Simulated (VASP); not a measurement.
```xyz
2
Lattice="0.0000 2.7521 2.7521 2.7521 0.0000 2.7521 2.7521 2.7521 0.0000" Properties=species:S:1:pos:R:3 pbc="T T T"
Mg     0.0000     0.0000     0.0000
Se     2.7521     2.7521     2.7521
```

Method: PBE GGA, VASP's PBE PAW potentials (set 64) (plane waves; VASP). Settings: 520 eV cut-off, Gaussian smearing of 0.050 eV, potentials Mg Se.

**Question.** Give the energies of bands 2 to 7 at the high-symmetry points, in eV from the valence-band maximum.

**Answer.** 
```json
[
 {"band": "2", "Γ": "0.00", "X": "-4.11", "U": "-3.63", "L": "-4.79", "W": "-3.19"},
 {"band": "3", "Γ": "0.00", "X": "-1.72", "U": "-3.22", "L": "-0.55", "W": "-3.19"},
 {"band": "4", "Γ": "0.00", "X": "-1.72", "U": "-1.38", "L": "-0.55", "W": "-2.47"},
 {"band": "5", "Γ": "2.40", "X": "1.75", "U": "3.00", "L": "3.79", "W": "4.43"},
 {"band": "6", "Γ": "7.42", "X": "4.04", "U": "6.25", "L": "6.06", "W": "6.87"},
 {"band": "7", "Γ": "7.42", "X": "11.47", "U": "8.81", "L": "6.06", "W": "7.53"}
]
```

The gap is indirect, 1.75 eV, from the valence maximum at Γ to the conduction minimum at X.

The compound is MgSe in the rock salt structure. It was relaxed first.
